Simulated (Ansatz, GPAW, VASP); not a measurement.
**Code comparison for Rb (Im-3m, 1 atom in the cell)**

Self-consistent single point, at a second geometry (lattice scaled by 0.98). First geometry:

```xyz
1
Lattice="-2.8250 2.8250 2.8250 2.8250 -2.8250 2.8250 2.8250 2.8250 -2.8250" Properties=species:S:1:pos:R:3 pbc="T T T"
Rb     0.0000     0.0000     0.0000
```

Shared settings, as Ansatz (a first-principles code) writes them: kpoints.mp_grid.grid = 11 11 11; scf.occupations.method = fermi_dirac; scf.occupations.width = 0.05 eV. Potentials and cutoffs stand in the table.

```tsv
code	model	ΔF from the first geometry (meV/atom)	pressure (GPa)	cutoff
VASP	PBE, VASP's PBE PAW potentials (set 64)	4.1	0.18	300 eV
GPAW	PBE, GPAW PAW datasets PBE (gpaw-data 1.0.1)	4.0	0.22	550 eV
Ansatz	PBE, default PAW files	3.9	0.22	default
```

The spread over the programs that give each value: ΔF from the first geometry within 0.2 meV/atom; pressure within 0.04 GPa.

Ansatz's pressure is given at a fixed set of plane waves, as the other plane-wave codes print theirs.

VASP's run is marked for a possible Pulay error in its stress at this cutoff; no cutoff test was made.

The starting cell has typed, rounded lattice constants, without a prior relaxation at this level. For this run, on top of that: lattice scaled by 0.98.

Left out of this page: Quantum ESPRESSO, ABINIT, CP2K, Elk, FLEUR and SIESTA (not drawn, or without a comparable value).

Keys are those of Ansatz 0.2.
